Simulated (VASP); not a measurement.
All values below come from LDA (Ceperley-Alder, Perdew-Zunger), VASP's LDA PAW potentials (set 64) (plane waves; VASP 6.6.1).

VASP input:

**KPOINTS**
```
Automatic
0
Gamma
  8 8 8
0 0 0
```

INCAR:
```
ALGO  =  Normal
EDIFF  =  1E-6
EDIFFG  =  -0.01
ENCUT  =  520
IBRION  =  2
ISIF  =  3
ISMEAR  =  0
LASPH  =  T
LCHARG  =  F
LMAXMIX  =  4
LREAL  =  F
LWAVE  =  F
NELM  =  100
NSW  =  60
PREC  =  Accurate
SIGMA  =  0.05
SYSTEM  =  GaP
```

POSCAR:
```
GaP
1.0
  0.0000000000   2.7250000000   2.7250000000
  2.7250000000   0.0000000000   2.7250000000
  2.7250000000   2.7250000000   0.0000000000
Ga P
1 1
direct
  0.0000000000   0.0000000000   0.0000000000
  0.2500000000   0.2500000000   0.2500000000
```

POTCAR, in this order: Ga_d P (LDA.64 set). Program: vasp_std.

Energy and stress use the plane-wave basis of the starting cell.

Estimate the energy per atom (σ→0), volume per atom, band gap (on the k-mesh).

The energy per atom (σ→0) is -5.225 eV/atom. The band gap (on the k-mesh) comes out as 1.43 eV and the volume per atom is 19.61 Å³/atom.

OSZICAR:
```
...
DAV:   1    -0.104988078627E+02   -0.51270E-01   -0.63850E-01  1009   0.177E+01    0.128E+00
DAV:   2    -0.104614471069E+02    0.37361E-01   -0.65712E-02   959   0.630E+00    0.581E-01
DAV:   3    -0.104519360401E+02    0.95111E-02   -0.11802E-02  1009   0.241E+00    0.132E-01
DAV:   4    -0.104510943941E+02    0.84165E-03   -0.10819E-03   907   0.539E-01    0.550E-02
DAV:   5    -0.104509353132E+02    0.15908E-03   -0.79718E-05  1013   0.132E-01    0.184E-02
DAV:   6    -0.104509299972E+02    0.53160E-05   -0.73119E-06   889   0.482E-02    0.865E-03
DAV:   7    -0.104509298301E+02    0.16710E-06   -0.50639E-07   427   0.152E-02
   3 F= -.10450930E+02 E0= -.10450930E+02  d E =-.105058E-01
```

The compound is GaP in the zinc blende structure. This run relaxes it. Symmetry was kept, so distortions that lower it aren't found.
